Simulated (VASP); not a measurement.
Runs of VASP 6.6.1 on AlSH3. The cell holds a molecule in a box, 5 atoms: a = 13.000 Å, b = 11.000 Å, c = 12.000 Å, α = 90.00°, β = 90.00°, γ = 90.00°. 

| task | level | potentials or basis | cutoff (eV) | gap on the mesh (eV) | largest force (eV/Å) |
| --- | --- | --- | --- | --- | --- |
| electron localisation function | PBE | VASP PAW PBE potentials, release 64 (Al, S, H) | 520 | 4.53 | 0.24 |
| single point | LDA | VASP PAW LDA potentials, release 64 (Al, S, H_s) | 400 | 4.43 | (a) |
| single point | SCAN+D3(BJ) | VASP PAW PBE potentials, release 64 (Al, S, H) | 520 | 5.07 | (b) |
| atomic charges | PBE+TS | VASP PAW PBE potentials, release 64 (Al, S, H) | 520 | 4.53 | 0.25 |
| single point | PBE | VASP PAW PBE potentials, release 64 (Al, S, H) | 520 | 4.53 | 0.24 |

Alike in all rows: no spin polarisation; cell as given; k mesh 1 × 1 × 1; smearing gaussian 0.01 eV.

Question: Fill in the values left out.

Answer: (a) 0.30; (b) 0.16.

Caveats: the PAW data sets were made with another functional, which shifts forces and pressure a little (some runs).

